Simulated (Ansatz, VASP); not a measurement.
# C2S3 in two plane-wave programs

Aim: how closely do two programs agree when they are given the same cell, functional and k mesh? The cell is taken from a series of runs on this material, whose earlier steps may have relaxed, scaled, displaced or heated it; both programs get it as it stands.

Program: Ansatz 0.2.0. Level of theory: plane waves, with VASP 6.6.1 beside it; single point at HSE06. Results are calculated unless marked as measured.

### Step 1. The starting structure

The structure is monoclinic, space group P2_1/c (No. 14). Conventional cell: a = 5.805 Å, b = 6.638 Å, c = 10.779 Å, α = 90.00°, β = 109.17°, γ = 90.00°. Nearest to C lie 1 C at 1.37 Å and 2 S at 1.73 Å. C has 3 S at 1.65 to 1.75 Å nearest. S has 2 C at 1.73 to 1.75 Å nearest. Nearest to S lie 2 C at 1.73 to 1.74 Å. S has 1 C at 1.65 Å nearest. Farther neighbours and most contacts between anions are not listed.

### Step 2. VASP: single point, HSE06

A single point gives forces, pressure and levels at one fixed geometry, so differences don't come from the geometry; what else differs is listed under the comparison.

Lines of VASP's logs that name or quote its potential files are left out, and so is its time.

The run reads the wave functions of an earlier VASP run, which isn't shown here.

Contents of INCAR:

```
SYSTEM = C2S3
PREC = Accurate
ENCUT = 520
EDIFF = 1E-06
NELM = 100
ISMEAR = 0
SIGMA = 0.01
LREAL = .FALSE.
ALGO = Normal
LHFCALC = .TRUE.
AEXX = 0.25
GGA = PE
HFSCREEN = 0.208
LASPH = .TRUE.
NBANDS = 72
PRECFOCK = Fast
LORBIT = 11
LWAVE = .FALSE.
LCHARG = .FALSE.
ISIF = 2
```

Contents of POSCAR:

```
C2S3
1.0
    5.8050000000      0.0000000000      0.0000000000
    0.0000000000      6.6377000000      0.0000000000
   -3.5391430821      0.0000000000     10.1819277854
C S
8 12
Direct
    0.4275340412      0.9956591813      0.0389019337
    0.5724659588      0.4956591813      0.4610980663
    0.5724659588      0.0043408187      0.9610980663
    0.4275340412      0.5043408187      0.5389019337
    0.2857765633      0.3123523348      0.8947240389
    0.7142234367      0.8123523348      0.6052759611
    0.7142234367      0.6876476652      0.1052759611
    0.2857765633      0.1876476652      0.3947240389
    0.2143970329      0.1860506622      0.0194799660
    0.7856029671      0.6860506622      0.4805200340
    0.7856029671      0.8139493378      0.9805200340
    0.2143970329      0.3139493378      0.5194799660
    0.5239473935      0.2046179098      0.8525518540
    0.4760526065      0.7046179098      0.6474481460
    0.4760526065      0.7953820902      0.1474481460
    0.5239473935      0.2953820902      0.3525518540
    0.1369031152      0.5137988273      0.8191576789
    0.8630968848      0.0137988273      0.6808423211
    0.8630968848      0.4862011727      0.1808423211
    0.1369031152      0.9862011727      0.3191576789
```

Contents of KPOINTS:

```
Automatic mesh
0
Gamma
4 2 2
0 0 0
```

Potentials, in the order of the species: C and S (PBE family, release 64).

Run with:

```
$ export OMP_NUM_THREADS=3
$ mpirun -np 1 vasp_std
```

Numbers of over 12 decimals in the logs are rounded to 6 here.

The log of the run:

```text
[banner, memory and clock lines left out]
running    1 mpi-ranks, on    1 nodes
 distrk:  each k-point on    1 cores,    1 groups
 distr:  one band on    1 cores,    1 groups
 Offloading initialized ...    1 GPUs detected
 POSCAR found type information on POSCAR C S
 POSCAR found :  2 types and      20 ions
|                                                                             |
|               ----> ADVICE to this user running VASP <----                  |
|                                                                             |
|     You have a (more or less) 'large supercell' and for larger cells it     |
|     might be more efficient to use real-space projection operators.         |
|     Therefore, try LREAL= Auto in the INCAR file.                           |
|     Mind: For very accurate calculation, you might also keep the            |
|     reciprocal projection scheme (i.e. LREAL=.FALSE.).                      |
|                                                                             |

 LDA part: xc-table for (Slater+PW92), standard interpolation
 found WAVECAR, reading the header
 POSCAR, INCAR and KPOINTS ok, starting setup
 FFT: planning ... GRIDC
 FFT: planning ... GRID_SOFT
 FFT: planning ... GRID
 reading WAVECAR
 the WAVECAR file was read successfully
 initial charge from wavefunction
 entering main loop
       N       E                     dE             d eps       ncg     rms          rms(c)
DAV:   1    -0.140791917599E+03   -0.14079E+03   -0.24100E+00  1880   0.566E+00    0.461E+00
DAV:   2    -0.140796980484E+03   -0.50629E-02   -0.17796E-01  2016   0.148E+00    0.345E+00
DAV:   3    -0.140791024577E+03    0.59559E-02   -0.51865E-02  2040   0.747E-01    0.221E+00
DAV:   4    -0.140790511476E+03    0.51310E-03   -0.54049E-03  2104   0.271E-01    0.139E+00
DAV:   5    -0.140789462859E+03    0.10486E-02   -0.13698E-03  2064   0.141E-01    0.819E-01
DAV:   6    -0.140789361616E+03    0.10124E-03   -0.81083E-04  2064   0.849E-02    0.457E-01
DAV:   7    -0.140789312992E+03    0.48624E-04   -0.73111E-05  2088   0.300E-02    0.254E-01
DAV:   8    -0.140789296598E+03    0.16394E-04   -0.32983E-05  2064   0.212E-02    0.144E-01
DAV:   9    -0.140789293441E+03    0.31567E-05   -0.90514E-06  2080   0.111E-02    0.823E-02
DAV:  10    -0.140789292137E+03    0.13042E-05   -0.19191E-06  1184   0.568E-03    0.474E-02
DAV:  11    -0.140789291923E+03    0.21427E-06   -0.99339E-07  1144   0.368E-03
   1 F= -.14078929E+03 E0= -.14078929E+03  d E =-.115880E-47
```

From OUTCAR (step 2):

```text
ion  position               nearest neighbor table
   1  0.428  0.996  0.039-   3 1.37  15 1.73   9 1.73
   2  0.572  0.496  0.461-   4 1.37  16 1.73  10 1.73
   3  0.572  0.004  0.961-   1 1.37  13 1.73  11 1.73
   4  0.428  0.504  0.539-   2 1.37  14 1.73  12 1.73
   5  0.286  0.312  0.895-  17 1.65  13 1.74   9 1.75
   6  0.714  0.812  0.605-  18 1.65  14 1.74  10 1.75
   7  0.714  0.688  0.105-  19 1.65  15 1.74  11 1.75
   8  0.286  0.188  0.395-  20 1.65  16 1.74  12 1.75
   9  0.214  0.186  0.019-   1 1.73   5 1.75
  10  0.786  0.686  0.481-   2 1.73   6 1.75
  11  0.786  0.814  0.981-   3 1.73   7 1.75
  12  0.214  0.314  0.519-   4 1.73   8 1.75
  13  0.524  0.205  0.853-   3 1.73   5 1.74
  14  0.476  0.705  0.647-   4 1.73   6 1.74
  15  0.476  0.795  0.147-   1 1.73   7 1.74
  16  0.524  0.295  0.353-   2 1.73   8 1.74
  17  0.137  0.514  0.819-   5 1.65
  18  0.863  0.014  0.681-   6 1.65
  19  0.863  0.486  0.181-   7 1.65
  20  0.137  0.986  0.319-   8 1.65

  LATTYP: Found a simple monoclinic cell.
 ALAT       =     5.8050000000
 B/A-ratio  =     1.1434453058
 C/A-ratio  =     1.7968992248
 COS(beta)  =    -0.2172233648

 Subroutine GETGRP returns: Found  4 space group operations
 (whereof  2 operations were pure point group operations)

The static configuration has the point symmetry S_2 .
 The point group associated with its full space group is C_2h.

 Found     12 irreducible k-points:

   k-points           NKPTS =     12   k-points in BZ     NKDIM =     16   number of bands    NBANDS=     72

   dimension x,y,z NGX =    48 NGY =   50 NGZ =   80
   dimension x,y,z NGXF=    96 NGYF=  100 NGZF=  160

   ENCUT  =  520.0 eV  38.22 Ry    6.18 a.u.  10.79 12.34 20.04*2*pi/ulx,y,z

   NELECT =     104.0000    total number of electrons

 k-points in reciprocal lattice and weights: Automatic mesh
   0.00000000  0.00000000  0.00000000       0.063
   0.25000000  0.00000000  0.00000000       0.125
   0.50000000  0.00000000  0.00000000       0.063
   0.00000000  0.50000000  0.00000000       0.063
   0.25000000  0.50000000  0.00000000       0.125
   0.50000000  0.50000000  0.00000000       0.063
   0.00000000  0.00000000  0.50000000       0.063
   0.25000000  0.00000000  0.50000000       0.125
   0.50000000  0.00000000  0.50000000       0.063
   0.00000000  0.50000000  0.50000000       0.063
   0.25000000  0.50000000  0.50000000       0.125
   0.50000000  0.50000000  0.50000000       0.063

  exchange ACFDT corr.  =         0.00000000  see jH, gK, PRB 81, 115126

 average (electrostatic) potential at core
       1 -49.7718       2 -49.7718       3 -49.7718       4 -49.7718       5 -50.4070
       6 -50.4070       7 -50.4070       8 -50.4070       9 -86.8229      10 -86.8229
      11 -86.8229      12 -86.8229      13 -86.7912      14 -86.7912      15 -86.7912
      16 -86.7912      17 -84.6738      18 -84.6738      19 -84.6738      20 -84.6738

 E-fermi :   2.1597

 k-point     1 :       0.0000    0.0000    0.0000
  band No.  band energies     occupation
    ...
     48       1.0255      2.00000
     49       1.1310      2.00000
     50       1.4597      2.00000
     51       1.6284      2.00000
     52       1.8643      2.00000
     53       4.3839      0.00000
     54       5.1028      0.00000
     55       5.2169      0.00000
     56       5.2412      0.00000
     57       5.9110      0.00000
    ...

 k-point     2 :       0.2500    0.0000    0.0000
  band No.  band energies     occupation
    ...
     48       1.0375      2.00000
     49       1.1631      2.00000
     50       1.2617      2.00000
     51       1.6776      2.00000
     52       1.8958      2.00000
     53       4.4413      0.00000
     54       4.8646      0.00000
     55       4.9331      0.00000
     56       5.0295      0.00000
     57       5.9046      0.00000
    ...

 k-point     3 :       0.5000    0.0000    0.0000
  band No.  band energies     occupation
    ...
     48       1.0597      2.00000
     49       1.0862      2.00000
     50       1.3291      2.00000
     51       1.3665      2.00000
     52       2.0585      2.00000
     53       4.4355      0.00000
     54       4.6172      0.00000
     55       4.7439      0.00000
     56       4.8676      0.00000
     57       5.9107      0.00000
    ...

  Total       -4.6532526     -5.0138061     -2.8723709      0.0000000      0.0000000      2.9378490
  in kB      -19.0027894    -20.4752051    -11.7300874      0.0000000      0.0000000     11.9974843
  external PRESSURE =     -17.0693606 kB  Pullay stress =       0.0000000 kB

  energy-cutoff  :      520.00
  volume of cell :      392.33
      direct lattice vectors                 reciprocal lattice vectors
     5.805000000  0.000000000  0.000000000     0.172265289 -0.000000000  0.059877807
     0.000000000  6.637700000  0.000000000     0.000000000  0.150654594 -0.000000000
    -3.539143082  0.000000000 10.181927785     0.000000000  0.000000000  0.098213228

 POSITION                                       TOTAL-FORCE (eV/Angst)
 -----------------------------------------------------------------------------------
      2.34416      6.60889      0.39610         0.297647      0.015646     -0.214808
      1.69127      3.29004      4.69487        -0.297647      0.015646      0.214808
     -0.07830      0.02881      9.78583        -0.297647     -0.015646      0.214808
      0.57458      3.34766      5.48706         0.297647     -0.015646     -0.214808
     -1.50762      2.07330      9.11002        -0.002197     -0.005642     -0.023011
      2.00391      5.39215      6.16288         0.002197     -0.005642      0.023011
      3.77348      4.56440      1.07191         0.002197      0.005642      0.023011
      0.26195      1.24555      4.01905        -0.002197      0.005642     -0.023011
      1.17563      1.23495      0.19834         0.599685     -0.026226     -0.388731
      2.85980      4.55380      4.89262        -0.599685     -0.026226      0.388731
      1.09022      5.40275      9.98358        -0.599685      0.026226      0.388731
     -0.59394      2.08390      5.28931         0.599685      0.026226     -0.388731
      0.02421      1.35819      8.68062        -0.571570     -0.087966      0.440104
      0.47207      4.67704      6.59227         0.571570     -0.087966     -0.440104
      2.24165      5.27951      1.50131         0.571570      0.087966     -0.440104
      1.79378      1.96066      3.58966        -0.571570      0.087966      0.440104
     -2.10439      3.41044      8.34060         0.253820     -0.582186      0.337152
      2.60068      0.09159      6.93229        -0.253820     -0.582186     -0.337152
      4.37025      3.22726      1.84132        -0.253820      0.582186     -0.337152
     -0.33482      6.54611      3.24964         0.253820      0.582186      0.337152
 -----------------------------------------------------------------------------------
    total drift:                               -0.000001      0.000014      0.000000

  FREE ENERGIE OF THE ION-ELECTRON SYSTEM (eV)
  ---------------------------------------------------
  free  energy   TOTEN  =      -140.7892919225 eV

  energy  without entropy=     -140.7892919225  energy(sigma->0) =     -140.78929192

 total charge
# of ion       s       p       d       tot
------------------------------------------
    1        0.857   1.691   0.000   2.548
    2        0.857   1.691   0.000   2.548
    3        0.857   1.691   0.000   2.548
    4        0.857   1.691   0.000   2.548
    5        0.858   1.551   0.000   2.410
    6        0.858   1.551   0.000   2.410
    7        0.858   1.551   0.000   2.410
    8        0.858   1.551   0.000   2.410
    9        1.355   2.359   0.000   3.714
   10        1.355   2.359   0.000   3.714
   11        1.355   2.359   0.000   3.714
   12        1.355   2.359   0.000   3.714
   13        1.356   2.356   0.000   3.713
   14        1.356   2.356   0.000   3.713
   15        1.356   2.356   0.000   3.713
   16        1.356   2.356   0.000   3.713
   17        1.347   2.404   0.000   3.751
   18        1.347   2.404   0.000   3.751
   19        1.347   2.404   0.000   3.751
   20        1.347   2.404   0.000   3.751
--------------------------------------------------
tot         23.092  41.446   0.000  64.538

[... 3 further parts left out ...]
```

The run ends at a pressure of -1.71 GPa, with forces up to 0.73 eV/Å.

(Continued in part 2 of 2.)

[Lines on the potential files, build, host, timing and source positions are cut from VASP's logs without a mark.]

[Logs are printed without paths, hosts, clocks, repeated set-up lines and the standing remarks that a program may print on its own settings, such as how far it seeks lower states.]

[Hosts, paths, dates, database ids (printed as entryN), source tags and the programs' standing remarks are cut or masked in the printed files.]
